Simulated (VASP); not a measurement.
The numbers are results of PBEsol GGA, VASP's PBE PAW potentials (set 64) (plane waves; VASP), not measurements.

VASP input:

File POSCAR:
```
GaP
1.0
  0.0000000000   2.7252500000   2.7252500000
  2.7252500000   0.0000000000   2.7252500000
  2.7252500000   2.7252500000   0.0000000000
Ga P
1 1
Cartesian
  0.0000000000   0.0000000000   0.0000000000
  1.3626250000   1.3626250000   1.3626250000
```

### INCAR
```
# general
SYSTEM  = GaP
PREC    = Accurate
ENCUT   = 400
LREAL   = .False.
LASPH   = .True.

# electronic loop
EDIFF   = 1E-6
NELM    = 100
ALGO    = Normal
LMAXMIX = 4

# smearing
ISMEAR  = 0
SIGMA   = 0.05

# functional
GGA     = PS

# ions
IBRION  = 2
NSW     = 60
ISIF    = 3
EDIFFG  = -0.01

# output
LWAVE   = .False.
LCHARG  = .False.
```

File KPOINTS:
```
K-points
0
gamma
8 8 8
0 0 0
```

POTCAR, in this order: Ga_d P (PBE.64 set). Program: vasp_std.

Output

**OUTCAR**
```
 ion  position               nearest neighbor table
   1  0.000  0.000  0.000-   2 2.36   2 2.36   2 2.36   2 2.36
   2  0.250  0.250  0.250-   1 2.36   1 2.36   1 2.36   1 2.36
  LATTYP: Found a face centered cubic cell.
 ALAT       =     5.4505000000
 Subroutine PRICEL returns:
 Original cell was already a primitive cell.
 Subroutine GETGRP returns: Found 24 space group operations
The static configuration has the point symmetry T_d .
The dynamic configuration has the point symmetry T_d .
 Subroutine INISYM returns: Found 24 space group operations
 Subroutine IBZKPT returns following result:
 Found     29 irreducible k-points:

 Following reciprocal coordinates:
            Coordinates               Weight
  0.000000  0.000000  0.000000      1.000000
  0.125000  0.000000  0.000000      8.000000
  0.250000  0.000000  0.000000      8.000000
  0.375000  0.000000  0.000000      8.000000
  0.500000  0.000000  0.000000      4.000000
  0.125000  0.125000  0.000000      6.000000
  0.250000  0.125000  0.000000     24.000000
  0.375000  0.125000  0.000000     24.000000
  0.500000  0.125000  0.000000     24.000000
 -0.375000  0.125000  0.000000     24.000000
 -0.250000  0.125000  0.000000     24.000000
 -0.125000  0.125000  0.000000     12.000000
  0.250000  0.250000  0.000000      6.000000
  0.375000  0.250000  0.000000     24.000000
  0.500000  0.250000  0.000000     24.000000
 -0.375000  0.250000  0.000000     24.000000
 -0.250000  0.250000  0.000000     12.000000
  0.375000  0.375000  0.000000      6.000000
  0.500000  0.375000  0.000000     24.000000
 -0.375000  0.375000  0.000000     12.000000
  0.500000  0.500000  0.000000      3.000000
  0.375000  0.250000  0.125000     24.000000
  0.500000  0.250000  0.125000     48.000000
 -0.375000  0.250000  0.125000     24.000000
...
```

**OSZICAR**
```
       N       E                     dE             d eps       ncg     rms          rms(c)
DAV:   1     0.670344181521E+02    0.67034E+02   -0.82924E+03   762   0.169E+03
DAV:   2    -0.546196348432E+01   -0.72496E+02   -0.69858E+02   814   0.277E+02
DAV:   3    -0.101256166741E+02   -0.46637E+01   -0.46445E+01   959   0.655E+01
DAV:   4    -0.102024371162E+02   -0.76820E-01   -0.76795E-01   960   0.915E+00
DAV:   5    -0.102038571247E+02   -0.14200E-02   -0.14200E-02   973   0.101E+00    0.412E+00
DAV:   6    -0.996079829622E+01    0.24306E+00   -0.43889E-01  1195   0.139E+01    0.262E+00
DAV:   7    -0.992213790487E+01    0.38660E-01   -0.96744E-02  1008   0.264E+00    0.987E-01
DAV:   8    -0.991916887923E+01    0.29690E-02   -0.13062E-02   897   0.162E+00    0.156E-01
DAV:   9    -0.991931936096E+01   -0.15048E-03   -0.11071E-03  1089   0.559E-01    0.650E-02
DAV:  10    -0.991934076452E+01   -0.21404E-04   -0.61872E-05   903   0.811E-02    0.267E-02
DAV:  11    -0.991936757592E+01   -0.26811E-04   -0.28400E-05   874   0.618E-02    0.407E-03
DAV:  12    -0.991936754334E+01    0.32579E-07   -0.13968E-06   680   0.174E-02
   1 F= -.99193675E+01 E0= -.99193675E+01  d E =-.991937E+01
       N       E                     dE             d eps       ncg     rms          rms(c)
DAV:   1    -0.995587142467E+01   -0.36504E-01   -0.46635E-01  1004   0.143E+01    0.113E+00
DAV:   2    -0.992763767694E+01    0.28234E-01   -0.53273E-02   964   0.614E+00    0.500E-01
DAV:   3    -0.992081432785E+01    0.68233E-02   -0.77051E-03  1004   0.190E+00    0.123E-01
DAV:   4    -0.992016514770E+01    0.64918E-03   -0.77709E-04   876   0.401E-01    0.488E-02
DAV:   5    -0.992005725055E+01    0.10790E-03   -0.61441E-05  1010   0.116E-01    0.134E-02
DAV:   6    -0.992005577636E+01    0.14742E-05   -0.35543E-06   834   0.260E-02    0.641E-03
DAV:   7    -0.992005588250E+01   -0.10614E-06   -0.22018E-07   462   0.712E-03
   2 F= -.99200559E+01 E0= -.99200559E+01  d E =-.688339E-03
       N       E                     dE             d eps       ncg     rms          rms(c)
DAV:   1    -0.992502652168E+01   -0.49707E-02   -0.61643E-02  1004   0.534E+00    0.402E-01
DAV:   2    -0.992139179785E+01    0.36347E-02   -0.65617E-03   964   0.202E+00    0.182E-01
DAV:   3    -0.992048004977E+01    0.91175E-03   -0.11177E-03  1004   0.731E-01    0.421E-02
DAV:   4    -0.992039670739E+01    0.83342E-04   -0.10452E-04   873   0.160E-01    0.172E-02
DAV:   5    -0.992038134900E+01    0.15358E-04   -0.77939E-06   944   0.411E-02    0.542E-03
DAV:   6    -0.992038080269E+01    0.54631E-06   -0.60539E-07   392   0.134E-02
   3 F= -.99203808E+01 E0= -.99203808E+01  d E =-.101326E-02
```

OUTCAR:
```
------------------------ aborting loop because EDIFF is reached ----------------------------------------
  FORCE on cell =-STRESS in cart. coord.  units (eV):
  Direction    XX          YY          ZZ          XY          YZ          ZX
  --------------------------------------------------------------------------------------
  Total       -0.0105421     -0.0105421     -0.0105421     -0.0000000      0.0000000      0.0000000
  in kB       -0.4213137     -0.4213137     -0.4213137     -0.0000000      0.0000000      0.0000000
  external PRESSURE =      -0.4213137 kB  Pullay stress =       0.0000000 kB
  volume of cell :       40.09
      direct lattice vectors                 reciprocal lattice vectors
    -0.000000000  2.716445741  2.716445741    -0.184064048  0.184064048  0.184064048
     2.716445741 -0.000000000  2.716445741     0.184064048 -0.184064048  0.184064048
     2.716445741  2.716445741 -0.000000000     0.184064048  0.184064048 -0.184064048
  FREE ENERGIE OF THE ION-ELECTRON SYSTEM (eV)
  ---------------------------------------------------
  free  energy   TOTEN  =        -9.9203808027 eV

  energy  without entropy=       -9.9203808027  energy(sigma->0) =       -9.92038080

 reached required accuracy - stopping structural energy minimisation
```
(Selected blocks of OUTCAR.)

CONTCAR:
```
GaP
   1.00000000000000
    -0.0000000000000000    2.7164457412441152    2.7164457412441152
     2.7164457412441152   -0.0000000000000000    2.7164457412441152
     2.7164457412441152    2.7164457412441152   -0.0000000000000000
  Ga              P
     1     1
Direct
     0.0000000000000000    0.0000000000000000    0.0000000000000000
     0.2500000000000000    0.2500000000000000    0.2500000000000000
```

The structure comes from a measured GaP entry (F-43m) of the Crystallography Open Database, whose conditions weren't checked. This run relaxes it. Symmetry was kept, so distortions that lower it aren't found.
